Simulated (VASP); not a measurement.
Energy against volume of HgTe (zinc blende). Level of theory: PBE GGA with D3 dispersion (Becke-Johnson damping), VASP's PBE PAW potentials (set 64) (plane waves; VASP 6.6.1). Numerical set-up: 520 eV cut-off, 10×10×10 Γ-centred mesh, first-order Methfessel-Paxton smearing of 0.10 eV, potentials Hg Te.

| V (Å³/atom) | E (eV/atom) |
|---|---|
| 33.024 | -2.14207 |
| 34.078 | -2.15582 |
| 35.132 | -2.16005 |
| 36.186 | -2.15641 |

Problem. Fit these four points and predict the energy of the run at 37.240 Å³/atom.

Solution. A cubic in V^(−2/3), the third-order Birch-Murnaghan form, passes through the four points with V0 = 35.14 Å³/atom and B0 = 40 GPa, and gives -2.1463 eV/atom there. The run gave -2.1462 eV/atom, +0.0 meV/atom from the fit; all five points give B0 = 40 GPa.

The compound is HgTe in the zinc blende structure. It was relaxed first.
